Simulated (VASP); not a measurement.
OSZICAR of a VASP run on LaC (relaxed from the zinc blende structure, space group F-43m):

### OSZICAR
```
       N       E                     dE             d eps       ncg     rms          rms(c)
DAV:   1     0.139283146128E+03    0.13928E+03   -0.53821E+03  1034   0.172E+03
DAV:   2     0.158038759542E+01   -0.13770E+03   -0.13465E+03  1530   0.260E+02
DAV:   3    -0.142348627096E+02   -0.15815E+02   -0.15459E+02  1646   0.123E+02
DAV:   4    -0.149089622005E+02   -0.67410E+00   -0.63180E+00  1684   0.212E+01
DAV:   5    -0.149690089739E+02   -0.60047E-01   -0.59658E-01  1804   0.680E+00    0.728E+00
DAV:   6    -0.130726710212E+02    0.18963E+01   -0.13565E+01  1689   0.221E+01    0.328E+00
DAV:   7    -0.130449475076E+02    0.27724E-01   -0.62841E-01  1809   0.758E+00    0.176E+00
DAV:   8    -0.130494099980E+02   -0.44625E-02   -0.17534E-01  1748   0.510E+00    0.514E-01
DAV:   9    -0.130469815218E+02    0.24285E-02   -0.26510E-02  1969   0.160E+00    0.252E-01
DAV:  10    -0.130475029929E+02   -0.52147E-03   -0.78684E-03  1793   0.124E+00    0.902E-02
DAV:  11    -0.130473906749E+02    0.11232E-03   -0.13960E-03  1852   0.441E-01    0.424E-02
DAV:  12    -0.130474271136E+02   -0.36439E-04   -0.99215E-05  1732   0.127E-01    0.106E-02
DAV:  13    -0.130474283752E+02   -0.12616E-05   -0.51090E-06  1708   0.231E-02    0.407E-03
DAV:  14    -0.130474286054E+02   -0.23021E-06   -0.28825E-06  1492   0.151E-02
   1 F= -.13047429E+02 E0= -.13046276E+02  d E =-.130474E+02
```

Problem. Which electronic solver shows in the log?

Solution. It is blocked Davidson (ALGO = Normal, or the opening steps of other solvers). The INCAR had ALGO = Normal.

Problem. Can the final energy be trusted as converged?

Solution. The run converged. It stopped with EDIFF = 1E-6, NELM = 100, NSW = 60 and EDIFFG = -0.01 after 1 ionic step (PBE GGA, plane waves, VASP's PBE PAW potentials (set 64)).

The structure was generated: LaC was put into the zinc blende type (F-43m), which need not be its known phase. It was relaxed first, which changed the volume by -31 %. The start is the result of an earlier pass. The electron count is odd and the run is not spin-polarised, which forces a metal.
